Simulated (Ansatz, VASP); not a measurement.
# Cross-check of HfN between VASP and Ansatz, part 2 of 2

One calculation is typed for both programs; each brings its own data sets. How far apart do they land? The cell is taken from a series of runs on this material, whose earlier steps may have relaxed, scaled, displaced or heated it; both programs get it as it stands.

VASP 6.6.1 and Ansatz 0.2.0.

So far: Set-up; VASP: zone-centre phonons, r2SCAN.

## 3. Ansatz: zone-centre phonons, r2SCAN

Level of this step: Ansatz beside VASP: Kohn-Sham DFT, plane waves, r2SCAN (Ansatz).

Ansatz runs on its default PAW (the set named soft_2) files.

The same cell, functional, mesh and smearing now go to Ansatz, which takes its cutoff from its data sets.

input.yaml reads:

```yaml
crystal:
  lattice:
    - [0.0, 2.2626684799, 2.2626684799]
    - [2.2626684799, 0.0, 2.2626684799]
    - [2.2626684799, 2.2626684799, 0.0]
  atoms:
    - { symbol: Hf, position: [0.0, 0.0, 0.0] }
    - { symbol: "N", position: [0.5, 0.5, 0.5] }
kpoints:
  mp_grid: { grid: [20, 20, 20] }
hamiltonian:
  xc: r2scan
scf:
  occupations: { method: methfessel_paxton, width: 0.2 }
output:
  eigenvalues: true
phonons:
  method: dfpt
```

On the command line:

```
$ ansatz run input.yaml --threads 4 --pin off --max-ram 7168MiB --backend cpu --events-out ev --progress --plain --runs-dir out
```

Numbers of over 12 decimals in the logs are rounded to 6 here.

The program printed:

```text
Engine: ansatz 0.2.0, aarch64-unknown-linux-gnu
Pseudopotentials: kind: paw
Pseudopotential: Hf, paw, valence charge 26, recommended cutoff 500 eV (meta_gga), Hf.paw.azcp
Pseudopotential: N, paw, valence charge 5, recommended cutoff 500 eV (meta_gga), N.paw.azcp
Functional definition: r2SCAN
  parameter k0 = 0.174
  parameter k1 = 0.065
  parameter a1 = 4.9479
  exchange = r2scan_x(k0 = k0, k1 = k1, a1 = a1)
  correlation = r2scan_c
Crystal: 2 atoms, lattice volume = 23.168 Å³
Basis set: ecut = 500 eV, 609 PW (Γ), exchange–correlation on 120×120×120 points (125 copies of the dense FFT grid, shifted against one another)
Bands: 20, of which v1, the nominal top of the filled ones, is band 16 counted from 1 (15 counted from 0)
Symmetry: 48 space group operations
k-points: 641 of 8000 (irreducible under 8 space group operations, time reversal used)
Non-local potential: Hf, projectors of the file, l = 0: 3, l = 1: 2, l = 2: 2, l = 3: 3
Non-local potential: N, projectors of the file, l = 0: 2, l = 1: 2, l = 2: 1
PAW form: soft (Blöchl's): semilocal exchange-correlation on the pseudo side does not see the compensation charge
PAW frozen core: Hf, regenerated for the run's functional (the file was generated under x = pbe(κ = 0.804, μ = 0.219515), c = pbe(β = 0.066725))
PAW frozen core: N, regenerated for the run's functional (the file was generated under x = pbe(κ = 0.804, μ = 0.219515), c = pbe(β = 0.066725))
PAW one-centre angular grid: Hf, 974 points (default); XC on 160 Gauss nodes
PAW one-centre angular grid: N, 302 points (default); XC on 160 Gauss nodes
Initial density: superposition of atomic densities (neutral atoms: chi_scale 0, normalization atom), corrected by the library's trained network
Initial wavefunctions: pseudopotential atomic-orbital guess
Functional: x = r2scan, c = r2scan; τ floored in thin density (d = 2e-4 eV/Å³)
SCF iter   1: F=—  HF=-16121.579700 eV  |F-HF|=—  |Δ(HF+E_count)|=         —  Δρ=1.14e-2  dr2=2.69e-2  dr2_τ=1.39e-1  ethr=1.77e-3  ⟨swp⟩=4.1  Hψ=49733  notcnv=0
preconditioner: auto → Kerker (q_TF=auto, 2.864 Å⁻¹)  [metal: Δε(μ)=0.034 eV  Ē_g=19.995 eV  σ=0.200 eV  W_gap=0.14  n_scr=14 (ndim 8)  ℏωp=41.5 eV  f_vac=0.000  D(μ)=0.67/eV (n_scr^D=0)]
SCF iter   2: F=—  HF=-16121.633838 eV  |F-HF|=—  |Δ(HF+E_count)|=   5.41e-2  S|Δr|=    0.00e0  Δρ=7.55e-3  dr2=1.49e-2  dr2_τ=8.22e-4  ethr=8.67e-5  ⟨swp⟩=2.0  Hψ=29363  notcnv=0  defer=45
SCF iter   3: F=—  HF=-16121.632016 eV  |F-HF|=—  |Δ(HF+E_count)|=   1.82e-3  S|Δr|=    0.00e0  Δρ=4.77e-3  dr2=4.18e-3  dr2_τ=3.27e-4  ethr=4.79e-5  ⟨swp⟩=2.6  Hψ=20319  notcnv=0  defer=45
SCF iter   4: F=—  HF=-16121.632211 eV  |F-HF|=—  |Δ(HF+E_count)|=   1.95e-4  S|Δr|=    0.00e0  Δρ=1.96e-3  dr2=8.87e-4  dr2_τ=3.58e-5  ethr=1.35e-5  ⟨swp⟩=1.0  Hψ=15084  notcnv=0  defer=129
SCF iter   5: F=—  HF=-16121.632262 eV  |F-HF|=—  |Δ(HF+E_count)|=   5.01e-5  S|Δr|=    0.00e0  Δρ=3.99e-4  dr2=3.25e-5  dr2_τ=1.19e-6  ethr=2.86e-6  ⟨swp⟩=2.0  Hψ=19730  notcnv=0  defer=129
SCF iter   6: F=—  HF=-16121.632288 eV  |F-HF|=—  |Δ(HF+E_count)|=   2.66e-5  S|Δr|=    0.00e0  Δρ=1.05e-4  dr2=2.94e-6  dr2_τ=4.36e-8  ethr=1.05e-7  ⟨swp⟩=2.0  Hψ=20322  notcnv=0  defer=129
SCF iter   7: F=—  HF=-16121.632292 eV  |F-HF|=—  |Δ(HF+E_count)|=   3.85e-6  S|Δr|=    0.00e0  Δρ=4.47e-5  dr2=5.08e-7  dr2_τ=3.41e-8  ethr=9.48e-9  ⟨swp⟩=2.0  Hψ=22742  notcnv=0  defer=129
SCF iter   8: F=—  HF=-16121.632292 eV  |F-HF|=—  |Δ(HF+E_count)|=   2.98e-8  S|Δr|=    0.00e0  Δρ=5.81e-6  dr2=5.07e-9  dr2_τ=1.76e-9  ethr=1.64e-9  ⟨swp⟩=2.0  Hψ=20002  notcnv=0  defer=129
SCF iter   9: F=—  HF=-16121.632292 eV  |F-HF|=—  |Δ(HF+E_count)|=   6.82e-9  S|Δr|=    0.00e0  Δρ=1.54e-6  dr2=5.17e-10  dr2_τ=5.09e-11  ethr=1.64e-11  ⟨swp⟩=2.0  Hψ=22778  notcnv=0  defer=129
SCF iter  10: F=—  HF=-16121.632292 eV  |F-HF|=—  |Δ(HF+E_count)|=  3.91e-10  S|Δr|=    0.00e0  Δρ=3.19e-7  dr2=1.20e-11  dr2_τ=8.29e-12  ethr=1.67e-12  ⟨swp⟩=2.0  Hψ=22664  notcnv=0  defer=129
SCF iter  11: F=-16121.632292 eV  HF=-16121.632292 eV  |F-HF|=3.64e-12  |Δ(HF+E_count)|=  3.64e-12  S|Δr|=    0.00e0  Δρ=6.11e-8  dr2=5.73e-13  dr2_τ=1.02e-13  ethr=1.00e-12  ⟨swp⟩=5.9  Hψ=57298  notcnv=0
SCF 1 converged in 11 iterations: F = -16121.632292 eV  dr2 = 5.73e-13
  greatest PAW one-centre occupation: 0.998 electrons in one spin orbital (limit 2), on the Hf atom at site 0 (counted from 0), in its partial waves of l = 3
DFPT response loops at Γ: preconditioner auto → Kerker (q_TF=auto, 2.864 Å⁻¹) (partly filled bands, converged f_vac=0.000); β = 1.00, the filter's whole step (`scf.mixing.beta` (0.50) is not read by the response loops under this deck's `scf.mixing.preconditioner`; to damp them name `kerker` or `kerker_dos`, under which they read `scf.mixing.beta`, and type it under 1.00, their step now; both keys bind the ground state too); Broyden in place of MSR1
SCF converged after 11 iterations
Stability not checked: this state was not tested for a lower state beside it, because cold or Methfessel-Paxton smearing, or corrected tetrahedra, fill the levels in a way that the test cannot read (fill_not_monotonic; see scf.lower_state_search)
Free energy (F): -16121.632292 eV
Harris-Foulkes:  -16121.632292 eV  (|F-HF|=3.64e-12)
Internal energy: -16121.631626 eV  (E = F + TS)
E sigma→0 (E₀):  -16121.632126 eV
Entropy (-TS):   -0.000666 eV (-0.333 meV/atom)
Fermi energy:    23.950884 eV
Step filling:    the computed levels leave a gap of 0.0000 eV = 0.0 smearing widths at the electron count; against every level under it full and every level over it empty, smearing changes F+E_penalty+E_count by -0.481 meV and its σ→0 estimate by -0.315 meV
--- Per-component energies (eV) ---
  E_band       = 159.330521
  E_kinetic    = 557.987441
  E_local      = -4736.818686  (includes V_loc(G=0)·N_el)
  E_nonlocal   = -1203.307398
  E_hartree    = 2250.042741
  E_xc         = -344.761297
  E_vxc        = -380.123122  (∫ρ·V_xc dr)
  E_paw        = -7080.823095  (= ΣΔE_a)
  E_vpaw       = 1402.306111  (= ΣTr[D̂ρ^β])
  E_aug_tail   = 0.000016  (compensation charges beyond the density's cutoff)
  E_vtau       = 19.200694  (kinetic-family band-sum trace: ∫τ·v_τ [+ j·A + Jᵃ·Aᵃ] dr)
  E_ewald      = -5564.243305
  E_core_change = 0.291957  (= ΣΔE_core)
  E_smearing   = -0.000666  (= −TS)
  E_closure    = 0.000000  (closes the sum)
  Σ components = -16121.632292   (vs F -16121.632292, Δ=0.00e0)
--- Band table (eV; the first three rows and the last of 641) ---
  k-point 0: bands = [... 12 lower, 20.5949, 20.5949, 20.5949, 23.5651, 23.5651, 23.5651, 25.9018, 25.9326]
  k-point 1: bands = [... 12 lower, 20.3305, 20.4389, 20.4389, 23.6430, 23.6541, 23.6541, 26.0924, 26.1318]
  k-point 2: bands = [... 12 lower, 19.6804, 20.0442, 20.0442, 23.8002, 23.8964, 23.8964, 26.6090, 26.6762]
  k-point 640: bands = [... 12 lower, 17.3683, 18.0046, 18.0046, 25.0599, 25.0599, 29.4387, 29.5048, 30.2922]
--- Phonons (Γ-DFPT): 2 representative perturbations + reference, on 641 of 8000 k-points (Σ response iterations 14) ---
  k mesh reduced under 8 symmetry operations, with k and −k counted as one. Each operation leaves every solved perturbation unchanged. A smaller set is not considered because the functional reads the kinetic-energy density
  ASR residual: 9.905e-4 → 0.000e0 eV/Å²; symmetrization residual: 1.832e-6 eV/Å²
  ASR residual per site (eV/Å²): 2.69e-5 9.90e-4
  Γ frequencies (cm⁻¹): 0.00 0.00 0.00 492.76 492.76 492.76
  non-analytic LO–TO correction: not included (Born effective charges unavailable; polar crystals: no LO–TO splitting at Γ)
```

The column dr2 measures how far the density is from self-consistency, as an energy; F and HF (Harris–Foulkes) agree once it is small.

## 4. Comparison

Known differences besides the potentials themselves: VASP keeps PBE cores, Ansatz makes them for the functional; the data sets hold 31 valence electrons in Ansatz (on its default PAW (the set named soft_2) files) and 15 in VASP; the cutoff is 500 eV in Ansatz and 660 eV in VASP; VASP uses finite displacements, Ansatz perturbation theory. Total energies have different zeros and are not compared.

Both answers:

```tsv
quantity	Ansatz	VASP	difference
optical mode 1 to 3 (cm⁻¹)	492.8	490.9	+0.38 %
```

Modes are paired by rising frequency, not by their patterns, so a pair may set unlike modes beside each other; they are those without the splitting of longitudinal modes.

## 5. Outcome

```json
{
  "r.m.s. difference of the optical zone-centre modes, each program's sorted by frequency (zone-centre phonons, r2SCAN)": "1.9 cm⁻¹"
}
```

The r.m.s. difference of the optical zone-centre modes, each program's sorted by frequency is 1.9 cm⁻¹ (zone-centre phonons, r2SCAN). The data sets hold unlike numbers of valence electrons (31 in Ansatz and 15 in VASP), so part of the differences comes from the potentials. Such differences can come from data sets, numerical settings and the points named under the comparisons, not from the functional's error against experiment.

[Lines on the potential files, build, host, timing and source positions are cut from VASP's logs without a mark.]

[Logs are printed without paths, hosts, clocks, repeated set-up lines and the standing remarks that a program may print on its own settings, such as how far it seeks lower states.]

[Hosts, paths, dates, database ids (printed as entryN), source tags and the programs' standing remarks are cut or masked in the printed files.]
